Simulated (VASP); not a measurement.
Here is the system:

```
CELL_PARAMETERS angstrom
      2.54224     0.00000     0.00000
     -1.27112     2.20164     0.00000
      0.00000     0.00000     4.20434
ATOMIC_POSITIONS crystal
  B  0.33333 0.66667 0.00029
  B  0.66667 0.33333 0.50029
  N  0.33333 0.66667 0.37471
  N  0.66667 0.33333 0.87471
```

Method: PBEsol GGA, VASP's PBE PAW potentials (set 64) (plane waves; VASP). Numerical set-up: 520 eV cut-off, Gaussian smearing of 0.050 eV, potentials B N.

### Question
Give the energies of bands 3 to 11 at the high-symmetry points, in eV from the valence-band maximum.

### Answer

```tsv
band	Γ	M	K	A	L	H
3	-11.05	-9.58	-9.39	-5.77	-10.13	-8.91
4	-2.15	-7.87	-7.25	-5.77	-10.13	-8.91
5	-2.15	-6.98	-7.25	-1.19	-3.81	-7.87
6	-0.28	-5.04	-5.52	-1.19	-3.81	-7.87
7	0.00	-4.51	-5.49	-1.19	-3.61	-3.07
8	0.00	-2.13	-5.49	-1.19	-3.61	-3.07
9	8.32	6.57	4.95	9.46	6.46	9.28
10	8.32	7.82	13.50	9.46	6.46	9.28
11	8.57	10.54	13.50	9.88	9.96	10.02
```

The gap is indirect, 4.95 eV, from the valence maximum at Γ to the conduction minimum at K.

The structure was generated: BN was put into the wurtzite type (P6_3mc), which need not be its known phase. It was relaxed first.
